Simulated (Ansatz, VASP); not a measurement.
## Ni2C in two plane-wave programs

One calculation is typed for both programs; each brings its own data sets. How far apart do they land? The cell is invented: As first built, before any earlier steps moved the atoms or strained the cell (in the runner's words): it takes the Cr2C structure with some of its atoms replaced by other elements, volume scaled by an estimate. It may not be a known or stable phase. The cell is taken from a series of runs on this material, whose earlier steps may have relaxed, scaled, displaced or heated it; both programs get it as it stands. Valence electrons are named where the data sets of a main pair hold unlike numbers.

Main program and level: Ansatz 0.2.0; plane waves, with VASP 6.6.1 beside it; LDA and PBEsol.

### 1. The structure

The structure is trigonal, space group P-3m1 (No. 164). Conventional cell: a = 2.896 Å, b = 2.896 Å, c = 3.993 Å, α = 90.00°, β = 90.00°, γ = 120.00°. Nearest to Ni lie 3 C at 1.93 Å. C has 6 Ni at 1.93 Å nearest. As first built, before any earlier steps moved the atoms or strained the cell (in the runner's words): sites of the Cr2C structure (space group 164) filled with other elements, volume scaled by an estimate. Farther neighbours are not listed.

### 2. VASP: single point, LDA

With cell and atoms fixed, the geometry can't cause a difference; cores, projectors, grids and the points listed under the comparison can.

Lines of VASP's logs that name or quote its potential files are left out, and so is its time.

File INCAR:

```
SYSTEM = Ni2C
PREC = Accurate
ENCUT = 670
EDIFF = 1E-06
NELM = 100
ISMEAR = 0
SIGMA = 0.02
LREAL = .FALSE.
ALGO = Normal
GGA = CA
NBANDS = 27
ISPIN = 2
MAGMOM = -0 -0 -0
LMAXMIX = 4
LORBIT = 11
LWAVE = .FALSE.
LCHARG = .FALSE.
KPAR = 2
ISIF = 2
```

File POSCAR:

```
Ni2C
1.0
    2.8955987124     -0.0000000694      0.0000000000
   -1.4477999720      2.5076628892      0.0000000000
    0.0000000000      0.0000000000      3.9932647575
Ni C
2 1
Direct
    0.6666666700      0.3333333300      0.2591327826
    0.3333333300      0.6666666700      0.7408672174
    0.0000000000      0.0000000000      0.5000000000
```

File KPOINTS:

```
Automatic mesh
0
Gamma
6 6 4
0 0 0
```

The projector-augmented-wave data sets are Ni_sv_GW and C_GW (LDA family, release 64).

On the command line:

```bash
mpirun -np 2 vasp_std
```

Numbers of over 12 decimals in the logs are rounded to 6 here.

Output:

```text
[banner, memory and clock lines left out]
running    2 mpi-ranks, on    1 nodes
 distrk:  each k-point on    1 cores,    2 groups
 distr:  one band on    1 cores,    1 groups

 POSCAR found type information on POSCAR NiC
 POSCAR found :  2 types and       3 ions
 LDA part: xc-table for (Slater(with rela. corr.)+CA(PZ))
 , standard interpolation
 POSCAR, INCAR and KPOINTS ok, starting setup
 FFT: planning ... GRIDC
 FFT: planning ... GRID_SOFT
 FFT: planning ... GRID
 WAVECAR not read
 entering main loop
       N       E                     dE             d eps       ncg     rms          rms(c)
DAV:   1     0.674874038142E+03    0.67487E+03   -0.27037E+04  4004   0.624E+03
DAV:   2     0.307516697688E+02   -0.64412E+03   -0.62493E+03  4413   0.149E+03
DAV:   3    -0.329204182023E+02   -0.63672E+02   -0.61909E+02  5096   0.601E+02
DAV:   4    -0.356162943576E+02   -0.26959E+01   -0.26759E+01  5038   0.105E+02
DAV:   5    -0.357064355062E+02   -0.90141E-01   -0.90033E-01  4728   0.139E+01    0.281E+01
DAV:   6    -0.384811839424E+02   -0.27747E+01   -0.11695E+02  4403   0.729E+02    0.313E+01
DAV:   7    -0.241841712346E+02    0.14297E+02   -0.51672E+01  3962   0.477E+02    0.391E+00
DAV:   8    -0.242631595712E+02   -0.78988E-01   -0.20084E+00  4752   0.188E+01    0.236E+00
DAV:   9    -0.242184399941E+02    0.44720E-01   -0.11674E-01  5184   0.179E+01    0.610E-01
DAV:  10    -0.242151476107E+02    0.32924E-02   -0.10735E-02  4936   0.667E+00    0.145E-01
DAV:  11    -0.242152688450E+02   -0.12123E-03   -0.85130E-04  5144   0.137E+00    0.640E-02
DAV:  12    -0.242151898800E+02    0.78965E-04   -0.12735E-04  5184   0.620E-01    0.193E-02
DAV:  13    -0.242151889328E+02    0.94718E-06   -0.19261E-05  3954   0.151E-01    0.371E-03
DAV:  14    -0.242151887954E+02    0.13746E-06   -0.79559E-07  1725   0.742E-02
   1 F= -.24215189E+02 E0= -.24215022E+02  d E =-.332706E-03  mag=    -0.0000
```

OUTCAR, selected parts (step 2):

```text
ion  position               nearest neighbor table
   1  0.667  0.333  0.259-   3 1.93   3 1.93   3 1.93   2 2.55   2 2.55   2 2.55   2 2.66   2 2.66
                             2 2.66
   2  0.333  0.667  0.741-   3 1.93   3 1.93   3 1.93   1 2.55   1 2.55   1 2.55   1 2.66   1 2.66
                             1 2.66
   3  0.000  0.000  0.500-   1 1.93   2 1.93   2 1.93   1 1.93   1 1.93   2 1.93

  LATTYP: Found a hexagonal cell.
 ALAT       =     2.8955987124
 C/A-ratio  =     1.3790808583

 Subroutine GETGRP returns: Found 12 space group operations
 (whereof 12 operations were pure point group operations)

The static configuration has the point symmetry D_3d.

 Found     24 irreducible k-points:

   k-points           NKPTS =     24   k-points in BZ     NKDIM =     24   number of bands    NBANDS=     27

   dimension x,y,z NGX =    24 NGY =   24 NGZ =   36
   dimension x,y,z NGXF=    48 NGYF=   48 NGZF=   72

   ENCUT  =  670.0 eV  49.24 Ry    7.02 a.u.   6.11  6.11  8.43*2*pi/ulx,y,z

   NELECT =      40.0000    total number of electrons

 k-points in reciprocal lattice and weights: Automatic mesh
   0.00000000  0.00000000  0.00000000       0.007
   0.16666667  0.00000000  0.00000000       0.042
   0.33333333 -0.00000000  0.00000000       0.042
   0.50000000 -0.00000000  0.00000000       0.021
   0.16666667  0.16666667  0.00000000       0.042
   0.33333333  0.16666667  0.00000000       0.083
   0.33333333  0.33333333  0.00000000       0.014
   0.00000000  0.00000000  0.25000000       0.014
   0.16666667  0.00000000  0.25000000       0.042
[...]
0.33333333  0.16666667  0.50000000       0.083
   0.33333333  0.33333333  0.50000000       0.014

 average (electrostatic) potential at core
       1 -80.0132       2 -80.0132       3 -52.4899

 E-fermi :   8.0223

 spin component 1
 k-point     1 :       0.0000    0.0000    0.0000
  band No.  band energies     occupation
    ...
     16       5.1327      1.00000
     17       5.1327      1.00000
     18       5.8222      1.00000
     19       6.1437      1.00000
     20       6.1437      1.00000
     21       8.4166      0.00000
     22      11.5573      0.00000
     23      11.5573      0.00000
     24      17.7913      0.00000
     25      19.9404      0.00000
    ...

 k-point     2 :       0.1667    0.0000    0.0000
  band No.  band energies     occupation
    ...
     16       5.0615      1.00000
     17       5.3106      1.00000
     18       5.7751      1.00000
     19       6.3137      1.00000
     20       7.4559      1.00000
     21       8.5723      0.00000
     22      10.3751      0.00000
     23      10.9652      0.00000
     24      18.7099      0.00000
     25      19.3552      0.00000
    ...

 k-point     3 :       0.3333   -0.0000    0.0000
  band No.  band energies     occupation
    ...
     15       5.0575      1.00000
     16       5.3358      1.00000
     17       5.7359      1.00000
     18       6.1401      1.00000
     19       6.5314      1.00000
     20       8.0354      0.17676
     21       8.5778      0.00000
     22       9.6953      0.00000
     23      10.1918      0.00000
     24      16.2990      0.00000
    ...

 k-point     4 :       0.5000   -0.0000    0.0000
  band No.  band energies     occupation
    ...
     16       5.7409      1.00000
     17       5.9764      1.00000
     18       6.6126      1.00000
     19       6.6736      1.00000
     20       6.7303      1.00000
     21       8.4889      0.00000
     22       8.9198      0.00000
     23      12.5772      0.00000
     24      13.8115      0.00000
     25      17.0864      0.00000
    ...

 k-point     5 :       0.1667    0.1667    0.0000
  band No.  band energies     occupation
    ...
     15       4.8916      1.00000
     16       5.3094      1.00000
     17       5.6834      1.00000
     18       6.0258      1.00000
     19       6.4642      1.00000
     20       8.7086      0.00000
     21       8.7212      0.00000
     22       9.4529      0.00000
     23       9.6333      0.00000
     24      18.2812      0.00000
    ...

 k-point     6 :       0.3333    0.1667    0.0000
  band No.  band energies     occupation
    ...
     16       5.9133      1.00000
     17       6.0953      1.00000
     18       6.3569      1.00000
     19       6.5704      1.00000
     20       7.2389      1.00000
     21       8.1885      0.00000
     22       8.8079      0.00000
     23      12.0372      0.00000
     24      15.5639      0.00000
     25      17.6464      0.00000
    ...

  Total       -3.1311324     -3.1311344     -2.8146682      0.0000008      0.0000000      0.0000000
  in kB     -173.0120641   -173.0121759   -155.5256987      0.0000466      0.0000000      0.0000000
  external PRESSURE =    -167.1833129 kB  Pullay stress =       0.0000000 kB

  energy-cutoff  :      670.00
  volume of cell :       29.00
      direct lattice vectors                 reciprocal lattice vectors
     2.895598712 -0.000000069  0.000000000     0.345351726  0.199388930  0.000000000
    -1.447799972  2.507662889  0.000000000     0.000000010  0.398777690  0.000000000
     0.000000000  0.000000000  3.993264757     0.000000000  0.000000000  0.250421663

 POSITION                                       TOTAL-FORCE (eV/Angst)
 -----------------------------------------------------------------------------------
      1.44780      0.83589      1.03479         0.000000     -0.000000      0.460152
     -0.00000      1.67178      2.95848        -0.000000      0.000000     -0.460152
      0.00000      0.00000      1.99663        -0.000000      0.000000      0.000000
 -----------------------------------------------------------------------------------
    total drift:                               -0.000000      0.000000     -0.000000

  FREE ENERGIE OF THE ION-ELECTRON SYSTEM (eV)
  ---------------------------------------------------
  free  energy   TOTEN  =       -24.2151887954 eV

  energy  without entropy=      -24.2148560895  energy(sigma->0) =      -24.21502244

 total charge
# of ion       s       p       d       f       tot
--------------------------------------------------
    1        2.217   6.351   7.872   0.008  16.447
    2        2.217   6.351   7.872   0.008  16.447
    3        0.862   1.427   0.000   0.000   2.289
--------------------------------------------------
tot          5.296  14.128  15.743   0.017  35.184

 magnetization (x)
# of ion       s       p       d       f       tot
--------------------------------------------------
    1       -0.000  -0.000   0.000  -0.000  -0.000
    2       -0.000  -0.000   0.000  -0.000  -0.000
    3        0.000   0.000   0.000   0.000   0.000
--------------------------------------------------
tot         -0.000  -0.000   0.000  -0.000  -0.000

[... 6 further parts left out ...]
```

This run allows spin, but its moments start at zero, where symmetry between the spins tends to hold them, although Ni can carry a moment.

### 3. Ansatz: single point, LDA

Ansatz runs on its default PAW (the set named soft_2) files.

The same cell, functional (in two slightly different forms), mesh and smearing now go to Ansatz, which takes its cutoff from its data sets.

File input.yaml:

```yaml
crystal:
  lattice:
    - [2.8955987124, -6.94e-08, 0.0]
    - [-1.447799972, 2.5076628892, 0.0]
    - [0.0, 0.0, 3.9932647575]
  atoms:
    - { symbol: Ni, position: [0.66666667, 0.33333333, 0.2591327826], spin: 1.0 }
    - { symbol: Ni, position: [0.33333333, 0.66666667, 0.7408672174], spin: 1.0 }
    - { symbol: C, position: [0.0, 0.0, 0.5] }
hamiltonian:
  xc: lda
  pseudopotentials: { kind: paw }
magnetization:
  spin_polarized: true
kpoints:
  mp_grid: { grid: [6, 6, 4] }
  band_path:
    path:
      - [0.0, 0.0, 0.0]
      - [0.13333, 0.0, 0.0]
      - [0.3, 0.0, 0.0]
      - [0.46667, 0.0, 0.0]
      - [0.46667, 0.06667, 0.0]
      - [0.41111, 0.17778, 0.0]
      - [0.35556, 0.28889, 0.0]
      - [0.28889, 0.28889, 0.0]
      - [0.17778, 0.17778, 0.0]
      - [0.06667, 0.06667, 0.0]
      - [0.0, 0.0, 0.03333]
      - [0.0, 0.0, 0.2]
      - [0.0, 0.0, 0.36667]
      - [0.0, 0.0, 0.5]
      - [0.16667, 0.0, 0.5]
      - [0.3, 0.0, 0.5]
      - [0.46667, 0.0, 0.5]
      - [0.46667, 0.06667, 0.5]
      - [0.41111, 0.17778, 0.5]
      - [0.35556, 0.28889, 0.5]
      - [0.28889, 0.28889, 0.5]
      - [0.17778, 0.17778, 0.5]
      - [0.06667, 0.06667, 0.5]
      - [0.5, 0.0, 0.46667]
      - [0.5, 0.0, 0.3]
      - [0.5, 0.0, 0.13333]
      - [0.33333, 0.33333, 0.0]
      - [0.33333, 0.33333, 0.16667]
      - [0.33333, 0.33333, 0.33333]
      - [0.33333, 0.33333, 0.5]
    npoints: 1
scf:
  occupations: { method: gaussian, width: 0.02 }
  n_extra_bands: 7
output:
  forces: true
  stress: true
  eigenvalues: true
```

On the command line:

```bash
ansatz run input.yaml --threads 2 --pin off --max-ram 4608MiB --backend cpu --events-out ev --progress --plain --runs-dir out
```

Output:

```text
Warning: the atoms were moved onto the symmetric positions of the space group found under crystal.symmetry.tolerance 1.0e-5 (fractional; no operation is sought that the atoms, as they stand in a round, miss by more than twice it, and no atom is moved by as much as it), and the run uses the moved positions. Before a round's move an operation carried an atom to 2.90e-8 Å from where it should land, the largest such dist [...]
scf.n_extra_bands = 7 over 20 filled bands (N_el = 40.0): the run solves 27 bands
Engine: ansatz 0.2.0, aarch64-unknown-linux-gnu
Pseudopotentials: kind: paw
Pseudopotential: Ni, paw, valence charge 18, recommended cutoff 420 eV (normal), Ni.paw.azcp
Pseudopotential: C, paw, valence charge 4, recommended cutoff 420 eV (normal), C.paw.azcp
Functional definition: SPW92
  exchange = slater_x
  correlation = pw_c
Crystal: 3 atoms, lattice volume = 28.996 Å³
Basis set: ecut = 420 eV, 565 PW (Γ)
Bands: 27, of which v1, the nominal top of the filled ones, is band 20 counted from 1 (19 counted from 0)
Symmetry: 12 space group operations
Space group: P-3m1 (ITA 164), of the structure as read, at distance tolerance 3.1e-5 Å
Magnetic group: BNS 164.85 (UNI 1315), of the structure as read, at distance tolerance 3.1e-5 Å
k-points: 24 of 144
Non-local potential: Ni, projectors of the file, l = 0: 3, l = 1: 2, l = 2: 3, l = 3: 1
Non-local potential: C, projectors of the file, l = 0: 2, l = 1: 2, l = 2: 1
PAW form: soft (Blöchl's): semilocal exchange-correlation on the pseudo side does not see the compensation charge
PAW frozen core: Ni, regenerated for the run's functional, and the local potential with it (the file was generated under x = pbe(κ = 0.804, μ = 0.219515), c = pbe(β = 0.066725))
PAW frozen core: C, regenerated for the run's functional, and the local potential with it (the file was generated under x = pbe(κ = 0.804, μ = 0.219515), c = pbe(β = 0.066725))
PAW one-centre angular grid: Ni, 590 points (default); XC on 64 Gauss nodes
PAW one-centre angular grid: C, 110 points (default); XC on 64 Gauss nodes
Initial density: superposition of atomic densities (chi_scale 0.1, normalization cell, long waves kept (reshape's long-wave potential 0.01 eV rms))
Starting moments: Σ|m| = 2 μB on 2 of 3 sites
Initial wavefunctions: pseudopotential atomic-orbital guess
Functional: x = slater, c = lda
SCF iter   1: F=—  HF=-11786.998693 eV  |F-HF|=—  |Δ(HF+E_count)|=         —  Δρ=1.51e-1 (↑1.51e-1 ↓9.48e-2)  dr2=2.75e0  dr2_m=3.55e0  M=0.097 μB ∫|m|=0.142 μB  β_m=0.30  ethr=3.10e-3  ⟨swp⟩=5.0  Hψ=4930  notcnv=0
Mixer restart at iter 1: flushing history
preconditioner: auto → none  [insulator: Δε(μ)=0.047 eV  Ē_g=10.669 eV  σ=0.020 eV  W_gap=0.81  n_scr=8 (ndim 8)  ℏωp=33.8 eV  f_vac=0.000  D(μ)=1.67/eV (n_scr^D=22)  ε∞_Penn≈11.0]
SCF iter   2: F=—  HF=-11786.099016 eV  |F-HF|=—  |Δ(HF+E_count)|=   9.00e-1  Δρ=1.30e-1 (↑4.77e-2 ↓1.30e-1)  dr2=1.62e0  dr2_m=1.93e0  M=0.042 μB ∫|m|=0.088 μB  β_m=0.36  ethr=3.10e-3  ⟨swp⟩=3.1  Hψ=2368  notcnv=0  defer=117
SCF iter   3: F=—  HF=-11787.902991 eV  |F-HF|=—  |Δ(HF+E_count)|=    1.80e0  Δρ=7.38e-2 (↑7.38e-2 ↓4.36e-2)  dr2=2.60e-1  dr2_m=8.69e-1  M=0.042 μB ∫|m|=0.071 μB  β_m=0.44  ethr=3.10e-3  ⟨swp⟩=3.2  Hψ=2513  notcnv=0  defer=112
SCF iter   4: F=—  HF=-11788.844537 eV  |F-HF|=—  |Δ(HF+E_count)|=   9.42e-1  Δρ=2.39e-2 (↑1.35e-2 ↓2.39e-2)  dr2=2.76e-1  dr2_m=7.94e-3  M=0.008 μB ∫|m|=0.016 μB  β_m=0.40  ethr=6.50e-4  ⟨swp⟩=2.5  Hψ=2133  notcnv=0  defer=113
SCF iter   5: F=—  HF=-11788.886746 eV  |F-HF|=—  |Δ(HF+E_count)|=   4.22e-2  Δρ=5.97e-3 (↑4.88e-3 ↓5.97e-3)  dr2=2.75e-2  dr2_m=2.10e-4  M=0.002 μB ∫|m|=0.008 μB  β_m=0.61  ethr=6.50e-4  ⟨swp⟩=2.1  Hψ=1846  notcnv=0  defer=113
SCF iter   6: F=—  HF=-11788.908361 eV  |F-HF|=—  |Δ(HF+E_count)|=   2.16e-2  Δρ=1.44e-3 (↑1.11e-3 ↓1.44e-3)  dr2=1.43e-3  dr2_m=1.12e-5  M=-0.000 μB ∫|m|=0.002 μB  β_m=0.60  ethr=6.87e-5  ⟨swp⟩=2.2  Hψ=1915  notcnv=0  defer=115
SCF iter   7: F=—  HF=-11788.909070 eV  |F-HF|=—  |Δ(HF+E_count)|=   7.09e-4  Δρ=1.98e-4 (↑1.57e-4 ↓1.98e-4)  dr2=2.52e-5  dr2_m=5.62e-7  M=-0.000 μB ∫|m|=0.001 μB  β_m=0.78  ethr=3.57e-6  ⟨swp⟩=2.2  Hψ=2062  notcnv=0  defer=114
SCF iter   8: F=—  HF=-11788.909114 eV  |F-HF|=—  |Δ(HF+E_count)|=   4.40e-5  Δρ=7.61e-5 (↑5.92e-5 ↓7.61e-5)  dr2=3.98e-6  dr2_m=3.63e-8  M=-0.000 μB ∫|m|=0.000 μB  β_m=0.82  ethr=6.30e-8  ⟨swp⟩=2.0  Hψ=1842  notcnv=0  defer=114
SCF iter   9: F=—  HF=-11788.909116 eV  |F-HF|=—  |Δ(HF+E_count)|=   1.95e-6  Δρ=8.45e-6 (↑5.36e-6 ↓8.45e-6)  dr2=3.76e-8  dr2_m=1.87e-9  M=-0.000 μB ∫|m|=0.000 μB  β_m=0.91  ethr=9.94e-9  ⟨swp⟩=2.1  Hψ=1833  notcnv=0  defer=114
SCF iter  10: F=—  HF=-11788.909116 eV  |F-HF|=—  |Δ(HF+E_count)|=   1.14e-8  Δρ=1.19e-6 (↑1.17e-6 ↓1.19e-6)  dr2=8.70e-10  dr2_m=8.81e-11  M=-0.000 μB ∫|m|=0.000 μB  β_m=0.96  ethr=9.41e-11  ⟨swp⟩=2.0  Hψ=2200  notcnv=0  defer=114
SCF iter  11: F=-11788.909116 eV  HF=-11788.909116 eV  |F-HF|=2.16e-10  |Δ(HF+E_count)|=  2.69e-10  Δρ=5.81e-7 (↑5.00e-7 ↓5.81e-7)  dr2=2.37e-10  dr2_m=5.72e-12  M=-0.000 μB ∫|m|=0.000 μB  ethr=2.18e-12  ⟨swp⟩=6.7  Hψ=4653  notcnv=0
SCF 1 converged in 11 iterations: F = -11788.909116 eV  dr2 = 2.37e-10
  greatest PAW one-centre occupation: 1.002 electrons in one spin orbital (limit 2), on the Ni atom at site 1 (counted from 0), in its partial waves of l = 1
WARN: the starting moments were not kept: the SCF closed with an absolute magnetisation of 1.8e-6 μB, where they sum to 2 μB in size (2 sites). That is at most 0.1 of that sum. Measured as dr2_m measures the in/out step, that magnetisation stands 1.5e-12 eV from none, at or under the dr2_threshold of 1.0e-7 eV: it is no larger than a step whose dr2_m would equal this threshold. The system may hold no moment; this SCF [...]
NSCF: frozen V_eff on 30 k-points
SCF converged after 11 iterations
Magnetization: -0.0000 μB (20.0000 up, 20.0000 down)
Absolute magnetization: 0.0000 μB (∫|ρ↑−ρ↓|, with the PAW one-centre terms)
Spin contamination: 0.0000 ħ² per cell (⟨S²⟩ above its minimum at these occupations)
Per-site moments (μB) at R_I (Å): [(-1.774186217551173e-7, 0.795599), (-1.774186219446068e-7, 0.795599), (-1.012455244053218e-6, 0.795599)]
Free energy (F): -11788.909116 eV
Harris-Foulkes:  -11788.909116 eV  (|F-HF|=2.16e-10)
Internal energy: -11788.908768 eV  (E = F + TS)
E sigma→0 (E₀):  -11788.908942 eV
Entropy (-TS):   -0.000349 eV (-0.116 meV/atom)
Fermi energy:    16.372556 eV
--- Per-component energies (eV) ---
  E_band       = -629.700348
  E_kinetic    = 653.123939
  E_local      = -7603.374134  (includes V_loc(G=0)·N_el)
  E_nonlocal   = 1306.099436
  E_hartree    = 3175.366469
  E_xc         = -216.693101
  E_vxc        = -278.083221  (∫ρ·V_xc dr)
  E_paw        = -3217.556019  (= ΣΔE_a)
  E_vpaw       = -1058.198777  (= ΣTr[D̂ρ^β])
  E_aug_tail   = 0.000817  (compensation charges beyond the density's cutoff)
  E_ewald      = -5886.807250
  E_core_change = 0.931073  (= ΣΔE_core)
  E_smearing   = -0.000349  (= −TS)
  E_closure    = 0.000000  (closes the sum)
  Σ components = -11788.909116   (vs F -11788.909116, Δ=0.00e0)
--- Forces (eV/Å), atoms counted from 1 ---
  atom   1  Ni    -0.00000000    -0.00000000     0.51451919
  atom   2  Ni     0.00000000     0.00000000    -0.51451919
  atom   3  C      0.00000000     0.00000000     0.00000000
  max |Σ_I F_I| component: 9.25e-18 eV/Å
--- Stress (GPa, compression-positive) ---
      -17.060985       0.000000       0.000000
        0.000000     -17.060985       0.000000
        0.000000       0.000000     -15.190110
  P = ⅓ Tr σ = -16.4374 GPa (-164.374 kbar)
--- Band table (eV; the first three rows and the last of 48) ---
  k-point 0 ↑: bands = [... 16 lower, 13.4894, 14.1761, 14.5002, 14.5002, 16.7683, 19.9099, 19.9099, 26.1434, ... 3 higher]
  k-point 1 ↑: bands = [... 16 lower, 13.7531, 13.8539, 14.6190, 14.6190, 18.4907, 19.7191, 19.7191, 25.5313, ... 3 higher]
  k-point 2 ↑: bands = [... 16 lower, 14.1288, 14.1288, 14.6140, 14.6140, 19.5277, 19.5277, 20.1095, 24.7322, ... 3 higher]
  k-point 23 ↓: bands = [... 16 lower, 14.2287, 14.2287, 15.6612, 15.6612, 16.3486, 16.8254, 19.8208, 19.8208, ... 3 higher]
```

[end of part 1 of 2]

[Lines on the potential files, build, host, timing and source positions are cut from VASP's logs without a mark.]

[Logs are printed without paths, hosts, clocks, repeated set-up lines and the standing remarks that a program may print on its own settings, such as how far it seeks lower states.]

[Hosts, paths, dates, database ids (printed as entryN), source tags and the programs' standing remarks are cut or masked in the printed files.]
